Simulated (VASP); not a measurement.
Calculation: LDA (Ceperley-Alder, Perdew-Zunger), VASP's LDA PAW potentials (set 64) (plane waves; VASP).

The input files of a VASP run:

**INCAR**
```
SYSTEM = GaP
PREC = Accurate; ENCUT = 400; LREAL = .False.
LASPH = .True.
EDIFF = 1E-8; NELM = 100; ALGO = Normal
LMAXMIX = 4
ISMEAR = 0; SIGMA = 0.01
LWAVE = .False.; LCHARG = .False.
LEPSILON = .True.
```

**KPOINTS**
```
Automatic mesh
0
G
 9 9 9
```

File POSCAR:
```
GaP
1.0
  0.0000000000   2.6950256446   2.6950256446
  2.6950256446   0.0000000000   2.6950256446
  2.6950256446   2.6950256446   0.0000000000
Ga P
1 1
Direct
  0.0000000000   0.0000000000   0.0000000000
  0.2500000000   0.2500000000   0.2500000000
```

POTCAR, in this order: Ga_d P (LDA.64 set). Program: vasp_std.

What VASP printed:

### OUTCAR
```


 HEAD OF MICROSCOPIC STATIC DIELECTRIC TENSOR (INDEPENDENT PARTICLE, excluding Hartree and local field effects)
 ------------------------------------------------------
          11.806109    -0.000000     0.000000
           0.000000    11.806109     0.000000
          -0.000000    -0.000000    11.806109
 ------------------------------------------------------

 MACROSCOPIC STATIC DIELECTRIC TENSOR (including local field effects in DFT)
 ------------------------------------------------------
          11.087205     0.000000     0.000000
          -0.000000    11.087205    -0.000000
           0.000000    -0.000000    11.087205
 ------------------------------------------------------

 PIEZOELECTRIC TENSOR (including local field effects)  for field in x, y, z        (e  Angst)
          XX          YY          ZZ          XY          YZ          ZX
  --------------------------------------------------------------------------------
  x     0.00000    -0.00000     0.00000     0.00000    -1.89800     0.00000
  y     0.00000    -0.00000     0.00000     0.00000     0.00000    -1.89800
  z     0.00000     0.00000     0.00000    -1.89800     0.00000     0.00000

 PIEZOELECTRIC TENSOR (including local field effects)  for field in x, y, z        (C/m^2)
          XX          YY          ZZ          XY          YZ          ZX
  --------------------------------------------------------------------------------
  x     0.00000    -0.00000     0.00000     0.00000    -0.77676     0.00000
  y     0.00000    -0.00000     0.00000     0.00000     0.00000    -0.77676
  z     0.00000     0.00000     0.00000    -0.77676     0.00000     0.00000

 BORN EFFECTIVE CHARGES (including local field effects) (in |e|, cummulative output)
 ---------------------------------------------------------------------------------
 ion    1
    1     2.08950    -0.00000    -0.00000
    2    -0.00000     2.08950    -0.00000
    3     0.00000     0.00000     2.08950
 ion    2
    1    -2.08950     0.00000     0.00000
    2     0.00000    -2.08950     0.00000
    3    -0.00000    -0.00000    -2.08950
```
(Selected blocks of OUTCAR.)

The dielectric response may not be converged in the k-mesh; for small gaps it tends to come out too large.

The structure comes from a computed database's GaP entry (F-43m); how it stands against other phases isn't given here. It was relaxed first.
